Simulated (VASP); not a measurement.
Energy against volume of BaF$_{2}$ (fluorite). Calculation: optB88-vdW, VASP's PBE PAW potentials (set 64) (plane waves; VASP). Run with 520 eV cut-off, 6×6×6 Γ-centred mesh, Gaussian smearing of 0.050 eV, potentials Ba_sv F.

```csv
V (Å³/atom),E (eV/atom)
19.562,-3.83492
20.167,-3.83970
20.772,-3.83765
21.377,-3.82987
```

Fit these four points and predict the energy of the run at 18.957 Å³/atom.

A cubic in V^(−2/3), the third-order Birch-Murnaghan form, passes through the four points with V0 = 20.27 Å³/atom and B0 = 59 GPa, and gives -3.8220 eV/atom there. The run gave -3.8220 eV/atom, -0.0 meV/atom from the fit; all five points give B0 = 59 GPa.

The compound is BaF2 in the fluorite structure. It was relaxed first.
